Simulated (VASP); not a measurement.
Data:

```yaml
crystal:
  lattice:
    - [0.00000, 1.97352, 1.97352]
    - [1.97352, 0.00000, 1.97352]
    - [1.97352, 1.97352, 0.00000]
  atoms:
    - { symbol: Pd, position: [0.00000, 0.00000, 0.00000] }
```

Method: PW91 GGA, VASP's PBE PAW potentials (set 64) (plane waves; VASP). Settings: 520 eV cut-off, 14×14×14 Γ-centred mesh, first-order Methfessel-Paxton smearing of 0.10 eV, potentials Pd.

Task: What does the run give for the energy per atom (σ→0), band gap (on the k-mesh) with the smallest direct gap where there is one?

Result: 
| Property | Value |
|---|---|
| band gap (on the k-mesh) | none (metal, semimetal or under 0.01 eV) |
| energy per atom (σ→0) | -5.237 eV/atom |

Only differences to runs with the same potentials and settings are physical.

The compound is Pd in the fcc structure. It was relaxed first. The start is the result of an earlier pass.
